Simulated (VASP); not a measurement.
# BaPm3 (I4/mmm) in VASP: reference runs

Aim: a first look at BaPm3 with PBE, on the cell as given.

All numbers are computed with VASP 6.6.1; they aren't measurements. Logs are shortened: lines on timing, memory, paths and dates and some standing lists are left out, and cuts for length are marked.

**1. The crystal as given**

Symmetry: I4/mmm, No. 139, tetragonal system. The conventional cell has a = 5.418 Å, b = 5.418 Å, c = 10.467 Å, α = 90.00°, β = 90.00°, γ = 90.00°. Around Pm (site symmetry 4/mmm) lie 8 Pm at 3.77 Å and 4 Ba at 3.83 Å. Around Pm (site symmetry -4m2) lie 8 Pm at 3.77 to 3.83 Å and 4 Ba at 3.77 Å. Ba (site symmetry 4/mmm) is surrounded by 12 Pm at 3.77 to 3.83 Å.

The cell comes from a database or a generator and needn't be the stable form of this composition.

**2. Single point, PBE, collinear spin, ferromagnetic start**

INCAR reads:

```
SYSTEM = BaPm3
  PREC = Accurate
  ENCUT = 520
  EDIFF = 1E-7
  ISMEAR = -1
  SIGMA = 0.05
  LREAL = .False.
  LASPH = .True.
  NELM = 150
  ALGO = Normal
  ISIF = 2
  LWAVE = .False.
  LCHARG = .True.
  ISPIN = 2
  MAGMOM = 4 4 4 0
  LORBIT = 11
  LMAXMIX = 6
  GGA = PE
  LELF = .True.
  LVHAR = .True.
  NBANDS = 40
```

KPOINTS reads:

```
Automatic mesh
0
Gamma
  7 7 7
  0 0 0
```

POSCAR reads:

```
BaPm3
1.0
   -2.7087810000      2.7087810000      5.2335350000
    2.7087810000     -2.7087810000      5.2335350000
    2.7087810000      2.7087810000     -5.2335350000
Pm Ba
3 1
Direct
    0.5000000000      0.5000000000      0.0000000000
    0.2500000000      0.7500000000      0.5000000000
    0.7500000000      0.2500000000      0.5000000000
    0.0000000000      0.0000000000      0.0000000000
```

Potentials or basis: VASP PAW PBE potentials, release 64 (Pm, Ba_sv).

Launch:

```bash
$ cat potpaw_PBE.64/Pm/POTCAR potpaw_PBE.64/Ba_sv/POTCAR > POTCAR
$ mpirun -np 1 vasp_std > vasp.out
```

OUTCAR:

```text
SYSTEM = BaPm3
   PREC = Accurate
   ENCUT = 520
   EDIFF = 1E-7
   ISMEAR = -1
   LREAL = .False.
   LASPH = .True.
   NELM = 150
   ISIF = 2
   ISPIN = 2
   LORBIT = 11
   GGA = PE

 ion  position               nearest neighbor table
   1  0.500  0.500  0.000-   4 3.83   4 3.83   4 3.83   4 3.83
   2  0.250  0.750  0.500-   4 3.77   4 3.77   4 3.77   4 3.77
   3  0.750  0.250  0.500-   4 3.77   4 3.77   4 3.77   4 3.77
   4  0.000  0.000  0.000-   3 3.77   2 3.77   2 3.77   3 3.77   2 3.77   3 3.77   3 3.77   2 3.77
                             1 3.83   1 3.83   1 3.83   1 3.83

  LATTYP: Found a body centered tetragonal cell.
 ALAT       =     5.4175620000
 C/A-ratio  =     1.9320627987

  Lattice vectors:

 A1 = (  -2.7087810000,   2.7087810000,   5.2335350000)
 A2 = (   2.7087810000,  -2.7087810000,   5.2335350000)
 A3 = (   2.7087810000,   2.7087810000,  -5.2335350000)

Analysis of symmetry for initial positions (statically):
=====================================================================
 Subroutine PRICEL returns:
 Original cell was already a primitive cell.

 Routine SETGRP: Setting up the symmetry group for a
 body centered tetragonal supercell.

 Subroutine GETGRP returns: Found 16 space group operations
 (whereof 16 operations were pure point group operations)
 out of a pool of 16 trial point group operations.

The static configuration has the point symmetry D_4h.

Analysis of symmetry for dynamics (positions and initial velocities):
=====================================================================
 Subroutine PRICEL returns:
 Original cell was already a primitive cell.

 Routine SETGRP: Setting up the symmetry group for a
 body centered tetragonal supercell.

 Subroutine GETGRP returns: Found 16 space group operations
 (whereof 16 operations were pure point group operations)
 out of a pool of 16 trial point group operations.

The dynamic configuration has the point symmetry D_4h.

Analysis of structural, dynamic, and magnetic symmetry:
=====================================================================
 Subroutine PRICEL returns:
 Original cell was already a primitive cell.

 Routine SETGRP: Setting up the symmetry group for a
 body centered tetragonal supercell.

 Subroutine GETGRP returns: Found 16 space group operations
 (whereof 16 operations were pure point group operations)
 out of a pool of 16 trial point group operations.

The overall configuration has the point symmetry D_4h.

 Subroutine INISYM returns: Found 16 space group operations
 (whereof 16 operations are pure point group operations),
 and found     1 'primitive' translations

----------------------------------------------------------------------------------------

                                     Primitive cell

  volume of cell :     153.6041

  direct lattice vectors                    reciprocal lattice vectors
    -2.708781000  2.708781000  5.233535000     0.000000000  0.184584874  0.095537720
     2.708781000 -2.708781000  5.233535000     0.184584874  0.000000000  0.095537720
     2.708781000  2.708781000 -5.233535000     0.184584874  0.184584874  0.000000000

  length of vectors
     6.485744183  6.485744183  6.485744183     0.207843767  0.207843767  0.261042432

  position of ions in fractional coordinates (direct lattice)
     0.500000000  0.500000000  0.000000000
     0.250000000  0.750000000  0.500000000
     0.750000000  0.250000000  0.500000000
     0.000000000  0.000000000  0.000000000

  ion indices of the primitive-cell ions
   primitive index   ion index
                 1           1
                 2           2
                 3           3
                 4           4

----------------------------------------------------------------------------------------

 KPOINTS: Automatic mesh

Automatic generation of k-mesh.
 Grid dimensions read from file:
 generate k-points for:    7    7    7

 Generating k-lattice:

  Cartesian coordinates                     Fractional coordinates (reciprocal lattice)
     0.000000000  0.026369268  0.013648246     0.142857143  0.000000000 -0.000000000
     0.026369268  0.000000000  0.013648246     0.000000000  0.142857143 -0.000000000
     0.026369268  0.026369268  0.000000000     0.000000000  0.000000000  0.142857143

  Length of vectors
     0.029691967  0.029691967  0.037291776

  Shift w.r.t. Gamma in fractional coordinates (k-lattice)
     0.000000000  0.000000000  0.000000000

 Subroutine IBZKPT returns following result:
 ===========================================

 Found     40 irreducible k-points:

 Following reciprocal coordinates:
            Coordinates               Weight
  0.000000  0.000000  0.000000      1.000000
  0.142857  0.000000  0.000000      8.000000
  0.285714  0.000000 -0.000000      8.000000
  0.428571  0.000000 -0.000000      8.000000
  0.142857  0.142857  0.000000      8.000000
  0.285714  0.142857  0.000000     16.000000
[... 16 lines left out ...]
 -0.142857  0.285714  0.142857      8.000000
 -0.428571  0.428571  0.142857      8.000000
 [... further k-points ...]
   k-points           NKPTS =     40   k-points in BZ     NKDIM =     40   number of bands    NBANDS=     40
   number of dos      NEDOS =    301   number of ions     NIONS =      4
   total plane-waves  NPLWV = 110592
   dimension x,y,z NGX =    48 NGY =   48 NGZ =   48
   dimension x,y,z NGXF=    96 NGYF=   96 NGZF=   96
   ions per type =               3   1
   NGX,Y,Z   is equivalent  to a cutoff of  12.30, 12.30, 12.30 a.u.
   NGXF,Y,Z  is equivalent  to a cutoff of  24.61, 24.61, 24.61 a.u.
 SYSTEM =  BaPm3
   PREC   = accura    normal or accurate (medium, high low for compatibility)
   ISTART =      0    job   : 0-new  1-cont  2-samecut
   ICHARG =      2    charge: 1-file 2-atom 10-const
   ISPIN  =      2    spin polarized calculation?
   LNONCOLLINEAR =      F non collinear calculations
   LSORBIT =      F    spin-orbit coupling
   LASPH  =      T    aspherical Exc in radial PAW
   ENCUT  =  520.0 eV  38.22 Ry    6.18 a.u.  12.06 12.06 12.06*2*pi/ulx,y,z
   NELM   =    150;   NELMIN=  2; NELMDL= -5     # of ELM steps
   EDIFF  = 0.1E-06   stopping-criterion for ELM
   LREAL  =      F    real-space projection
   EDIFFG = 0.1E-05   stopping-criterion for IOM
   NSW    =      0    number of steps for IOM
   IBRION =     -1    ionic relax: 0-MD 1-quasi-New 2-CG
   NFREE  =      0    steps in history (QN), initial steepest desc. (CG)
   ISIF   =      2    stress and relaxation
   ISYM   =      2    0-nonsym 1-usesym 2-fastsym
   POTIM  = 0.5000    time-step for ionic-motion
   TEBEG  =    0.0;   TEEND  =   0.0 temperature during run
   PSTRESS=    0.0 pullay stress
   NELECT =      55.0000    total number of electrons
   NUPDOWN=      -1.0000    fix difference up-down
   EMIN   =  10.00;   EMAX   =-10.00  energy-range for DOS
   EFERMI =   0.00;   METHOD = LEGACY
   ISMEAR =    -1;   SIGMA  =   0.05  broadening in eV -4-tet -1-fermi 0-gaus
   EFERMI_NEDOS =   21; number of points for ismear=-14 and -15
   IALGO  =     38    algorithm
   IMIX   =      4    mixing-type and parameters
     AMIX     =   0.40;   BMIX     =  1.00
     AMIX_MAG =   1.60;   BMIX_MAG =  1.00
  volume/ion in A,a.u.               =      38.40       259.14
  Fermi-wavevector in a.u.,A,eV,Ry     =   1.162505  2.196816 18.387150  1.351417
  Thomas-Fermi vector in A             =   2.299065
   LORBIT       =     11    0 simple, 1 ext, 2 COOP (PROOUT), +10 PAW based schemes
   GGA     = PE    functional components
   LHFCALC =     F    Hartree Fock is set to
   AEXX    =    0.0000 exact exchange contribution
   IVDW    =     0    specifies the selected vdW correction
   LEPSILON=     F    determine dielectric tensor
   LRPA    =     F    only Hartree local field effects (RPA)
 spin polarized calculation
  energy-cutoff  :      520.00
  volume of cell :      153.60
 maximum number of plane-waves:      4157
   NGX = 25   NGY = 25   NGZ = 25

 number of electron      54.9999998 magnetization      16.7502180

 Free energy of the ion-electron system (eV)
  ---------------------------------------------------
  ext. energy  EPLUGINS =         0.00000000
  ---------------------------------------------------
  free energy    TOTEN  =       -24.53394554 eV

  energy without entropy =      -24.34190220  energy(sigma->0) =      -24.43792387

 E-fermi :   4.7342     XC(G=0):  -9.2651

 val. band max:        4.7335954197   @ k =  -0.4286  -0.4286   0.2857
 cond. band min:       4.7368521113   @ k =   0.0000   0.0000   0.0000
 fundamental gap:      0.0032566917
 Fermi energy:         4.7342275394

 spin component 1

 k-point     1 :       0.0000    0.0000    0.0000
  band No.  band energies     occupation
      1     -34.0390      1.00000
      2     -33.9724      1.00000
      3     -33.9581      1.00000
      4     -23.1678      1.00000
      5     -14.7743      1.00000
      6     -14.5947      1.00000
[... 31 lines left out ...]
     38       4.8900      0.04248
     39       4.9531      0.01239
[... 964 lines left out ...]
     38       4.8883      0.04385
     39       4.9052      0.03168

 [... further k-points ...]

 spin component 2

 k-point     1 :       0.0000    0.0000    0.0000
  band No.  band energies     occupation
      1     -31.8255      1.00000
      2     -31.7471      1.00000
      3     -31.7349      1.00000
      4     -23.0746      1.00000
      5     -13.1946      1.00000
      6     -12.9174      1.00000
[... 31 lines left out ...]
     38       7.7538      0.00000
     39       7.9111      0.00000
[... 964 lines left out ...]
     38       7.7708      0.00000
     39       7.8249      0.00000

 [... further k-points ...]

 [bands above 39 left out]

------------------------ aborting loop because EDIFF is reached ----------------------------------------

  FORCE on cell =-STRESS in cart. coord.  units (eV):
  Direction    XX          YY          ZZ          XY          YZ          ZX
  --------------------------------------------------------------------------------------
  -------------------------------------------------------------------------------------
  Total        1.6022111      1.6022111      1.7301221      0.0000000      0.0000000      0.0000000
  in kB       16.7119608     16.7119608     18.0461439      0.0000000      0.0000000      0.0000000
  external PRESSURE =      17.1566885 kB  Pullay stress =       0.0000000 kB

 VOLUME and BASIS-vectors are now :
 -----------------------------------------------------------------------------
  energy-cutoff  :      520.00
  volume of cell :      153.60
      direct lattice vectors                 reciprocal lattice vectors
    -2.708781000  2.708781000  5.233535000     0.000000000  0.184584874  0.095537720
     2.708781000 -2.708781000  5.233535000     0.184584874  0.000000000  0.095537720
     2.708781000  2.708781000 -5.233535000     0.184584874  0.184584874  0.000000000

 POSITION                                       TOTAL-FORCE (eV/Angst)
 -----------------------------------------------------------------------------------
      0.00000      0.00000      5.23353        -0.000000     -0.000000      0.000000
      2.70878      0.00000      2.61677         0.000000      0.000000     -0.000000
      0.00000      2.70878      2.61677        -0.000000      0.000000      0.000000
      0.00000      0.00000      0.00000        -0.000000     -0.000000      0.000000
 -----------------------------------------------------------------------------------
    total drift:                                0.000000     -0.000000      0.000000

  FREE ENERGIE OF THE ION-ELECTRON SYSTEM (eV)
  ---------------------------------------------------
  free  energy   TOTEN  =       -24.5339455353 eV

  energy  without entropy=      -24.3419022029  energy(sigma->0) =      -24.43792387

 total charge

# of ion       s       p       d       f       tot
--------------------------------------------------
    1        2.050   5.487   0.447   4.422  12.405
    2        2.052   5.486   0.440   4.431  12.408
    3        2.052   5.486   0.440   4.431  12.408
    4        2.073   5.497   0.521   0.000   8.091
--------------------------------------------------
tot          8.227  21.956   1.847  13.284  45.313

 magnetization (x)

# of ion       s       p       d       f       tot
--------------------------------------------------
    1       -0.004   0.028   0.234   4.413   4.671
    2       -0.005   0.029   0.232   4.422   4.678
    3       -0.005   0.029   0.232   4.422   4.678
    4        0.016   0.015   0.157   0.000   0.189
--------------------------------------------------
tot          0.004   0.101   0.854  13.258  14.216
```

Run time: 48 min. Hardware: 1 thread of AMD EPYC 9R45 (Zen 5), shared host; peak memory 0.64 GiB.

Results:

| Quantity | Value |
| --- | --- |
| Free energy | -24.5339 eV |
| Pressure | 1.7 GPa |
| Band gap on the k mesh | none (metal or under the smearing width) |
| Net moment | 16.75 μB per cell |
| Site moments | Pm +4.67, +4.68; Ba +0.19 μB |
| Valence electrons inside the program's atomic spheres | Pm 12.40, 12.41; Ba 8.09 |

Stress tensor (GPa, compression positive):
```
1.67 0.00 0.00
0.00 1.67 0.00
0.00 0.00 1.80
```

Levels at points of the mesh, in eV from the Fermi level:
Spin up:
```csv
k point,band 33,band 34,band 35,band 36,band 37,band 38,band 39,band 40
"(0.00, 0.00, 0.00)",-0.10,-0.10,-0.02,-0.02,0.00,0.16,0.22,0.31
```
Spin down:
| k point | band 17 | band 18 | band 19 | band 20 | band 21 | band 22 |
| --- | --- | --- | --- | --- | --- | --- |
| (0.00, 0.00, 0.00) | -3.01 | -1.13 | -0.15 | -0.08 | 0.29 | 1.33 |

Caveat: the magnetic or orbital state may not be the lowest; spin-orbit coupling is left out, which moves the levels of the heavy elements; without U or exact exchange the open f shell lies at the Fermi level, which spoils levels, moments and volumes. The state reached can hang on the start; a lower one may exist.
